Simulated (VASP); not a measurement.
All values below come from PBE GGA, VASP's PBE PAW potentials (set 64) (plane waves; VASP).

A VASP calculation is set up with these files.

KPOINTS:
```
Automatic mesh
0
Gamma
6 6 6
0 0 0
```

POSCAR:
```
LaAs
1.0
  0.0000000000   3.4036813243   3.4036813243
  3.4036813243   0.0000000000   3.4036813243
  3.4036813243   3.4036813243   0.0000000000
La As
1 1
Cartesian
  0.0000000000   0.0000000000   0.0000000000
  1.7018406621   1.7018406621   1.7018406621
```

**INCAR**
```
# general
SYSTEM  = LaAs
PREC    = Accurate
ENCUT   = 400
LREAL   = F
LASPH   = T

# electronic loop
EDIFF   = 1E-6   # SCF stop (eV)
NELM    = 100
ALGO    = Normal   # blocked Davidson
LMAXMIX = 6   # l cut-off of mixed one-centre charges

# smearing
ISMEAR  = 0   # Gaussian
SIGMA   = 0.05   # width (eV)

# functional
GGA     = PE

# ions
IBRION  = 2   # conjugate gradients
NSW     = 60   # most ionic steps
ISIF    = 3
EDIFFG  = -0.01

# output
LWAVE   = F
LCHARG  = F
```

POTCAR, in this order: La As (PBE.64 set). Program: vasp_std.

Question: Estimate the energy per atom (σ→0).

Answer: 
The energy per atom (σ→0) is -5864 meV/atom.

**OSZICAR**
```
...
DAV:   8    -0.117260614617E+02   -0.11848E-01   -0.76636E-02   720   0.287E+00    0.328E-01
DAV:   9    -0.117277186502E+02   -0.16572E-02   -0.23873E-02   760   0.161E+00    0.140E-01
DAV:  10    -0.117274311471E+02    0.28750E-03   -0.31609E-03   640   0.352E-01    0.762E-02
DAV:  11    -0.117276082409E+02   -0.17709E-03   -0.73669E-04   704   0.219E-01    0.143E-02
DAV:  12    -0.117276172695E+02   -0.90286E-05   -0.43993E-05   680   0.726E-02    0.683E-03
DAV:  13    -0.117276232264E+02   -0.59569E-05   -0.20805E-05   560   0.269E-02    0.276E-03
DAV:  14    -0.117276234762E+02   -0.24983E-06   -0.18025E-06   456   0.108E-02
   1 F= -.11727623E+02 E0= -.11727623E+02  d E =-.117276E+02
```

The structure was generated: LaAs was put into the zinc blende type (F-43m), which need not be its known phase. It was relaxed first, which changed the volume by -26 %. The start is the result of an earlier pass.
